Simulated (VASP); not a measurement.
```xyz
2
Lattice="0.0000 3.0831 3.0831 3.0831 0.0000 3.0831 3.0831 3.0831 0.0000" Properties=species:S:1:pos:R:3 pbc="T T T"
W      0.0000     0.0000     0.0000
S      1.5415     1.5415     1.5415
```

Level of theory: PBE GGA, VASP's PBE PAW potentials (set 64) (plane waves; VASP). Settings: 400 eV cut-off, 9×9×9 Γ-centred mesh, first-order Methfessel-Paxton smearing of 0.10 eV, potentials W_sv S.

Energy and stress use the plane-wave basis of the starting cell.

### Question
The ions, cell shape and volume are relaxed. Give the cell that the relaxation ends in.

### Answer

```xyz
2
Lattice="0.0000 2.6685 2.6685 2.6685 0.0000 2.6685 2.6685 2.6685 0.0000" Properties=species:S:1:pos:R:3 pbc="T T T"
W      0.0000     0.0000     0.0000
S      1.3342     1.3342     1.3342
```
Space group F-43m (216), at a tolerance of 0.03 Å.

### Question
How do energy and volume change from the first to the last step?

### Answer
The energy (σ→0) changes by -1198.3 meV/atom and the volume by -35.2 %, in 7 ionic steps.

```json
[
 {"step": "1", "E(σ→0) (eV)": "-13.6908", "max force (eV/Å)": "0.000", "pressure (GPa)": "-24.16", "volume (Å³)": "58.61"},
 {"step": "2", "E(σ→0) (eV)": "-14.1738", "max force (eV/Å)": "0.000", "pressure (GPa)": "83.11", "volume (Å³)": "28.54"},
 {"step": "3", "E(σ→0) (eV)": "-16.0789", "max force (eV/Å)": "0.000", "pressure (GPa)": "-3.20", "volume (Å³)": "38.83"},
 {"step": "4", "E(σ→0) (eV)": "-16.0865", "max force (eV/Å)": "0.000", "pressure (GPa)": "-1.08", "volume (Å³)": "38.27"},
 {"step": "5", "E(σ→0) (eV)": "-16.0873", "max force (eV/Å)": "0.000", "pressure (GPa)": "0.34", "volume (Å³)": "37.92"},
 {"step": "6", "E(σ→0) (eV)": "-16.0872", "max force (eV/Å)": "0.000", "pressure (GPa)": "-0.51", "volume (Å³)": "38.13"},
 {"step": "7", "E(σ→0) (eV)": "-16.0874", "max force (eV/Å)": "0.000", "pressure (GPa)": "0.00", "volume (Å³)": "38.00"}
]
```

The structure was generated: WS was put into the zinc blende type (F-43m), which need not be its known phase. This run relaxes it. Symmetry was kept, so distortions that lower it aren't found.
